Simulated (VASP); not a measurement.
A convergence study with VASP on SiC (zinc blende): a few settings are varied, all else stays as given below, so the limit is that of these other settings. The cell's lengths are 1 % over those of the tabulated start and one atom is moved, so it is off equilibrium.

```
CSi
1.0
    0.00000     2.20180     2.20180
    2.20180     0.00000     2.20180
    2.20180     2.20180     0.00000
Si C
1 1
Direct
  0.00000   0.00000   0.00000
  0.23624   0.26376   0.26376
```

Level of theory: PBEsol GGA, VASP's PBE PAW potentials (set 64) (plane waves; VASP). The last row used: 700 eV cut-off, 9×9×9 Γ-centred mesh, Gaussian smearing of 0.050 eV, potentials Si C.

| setting | E (eV/atom) | pressure (GPa) | electronic steps |
|---|---|---|---|
| ALGO = Normal, EDIFF = 1E-2 | -7.9364 | -6.15 | 9 |
| ALGO = Normal, EDIFF = 1E-3 | -7.9364 | -6.18 | 9 |
| ALGO = Normal, EDIFF = 1E-4 | -7.9364 | -6.18 | 9 |
| ALGO = Normal, EDIFF = 1E-5 | -7.9364 | -6.11 | 11 |
| ALGO = Normal, EDIFF = 1E-6 | -7.9364 | -6.12 | 12 |
| ALGO = Normal, EDIFF = 1E-8 | -7.9364 | -6.13 | 14 |
| ALGO = Normal, EDIFF = 1E-9 | -7.9364 | -6.13 | 17 |
| ALGO = Fast, EDIFF = 1E-2 | -7.9364 | -6.29 | 10 |
| ALGO = Fast, EDIFF = 1E-3 | -7.9365 | -6.47 | 10 |
| ALGO = Fast, EDIFF = 1E-4 | -7.9364 | -6.10 | 12 |
| ALGO = Fast, EDIFF = 1E-5 | -7.9364 | -6.15 | 13 |
| ALGO = Fast, EDIFF = 1E-6 | -7.9364 | -6.13 | 15 |
| ALGO = Fast, EDIFF = 1E-7 | -7.9364 | -6.13 | 15 |
| ALGO = Fast, EDIFF = 1E-8 | -7.9364 | -6.13 | 18 |
| ALGO = Fast, EDIFF = 1E-9 | -7.9364 | -6.13 | 18 |
| ALGO = All, EDIFF = 1E-2 | -7.9360 | -6.16 | 9 |
| ALGO = All, EDIFF = 1E-3 | -7.9364 | -6.06 | 10 |
| ALGO = All, EDIFF = 1E-4 | -7.9364 | -6.12 | 11 |
| ALGO = All, EDIFF = 1E-5 | -7.9364 | -6.13 | 12 |
| ALGO = All, EDIFF = 1E-6 | -7.9364 | -6.13 | 13 |
| ALGO = All, EDIFF = 1E-7 | -7.9364 | -6.13 | 14 |
| ALGO = All, EDIFF = 1E-8 | -7.9364 | -6.13 | 15 |
| ALGO = All, EDIFF = 1E-9 | -7.9364 | -6.13 | 16 |

Left out are rungs that failed or repeat a setting and relaxations that didn't move; long series are thinned to 24 rows.

The compound is SiC in the zinc blende structure. The cell was not relaxed at this level, it is distorted from the ideal structure.
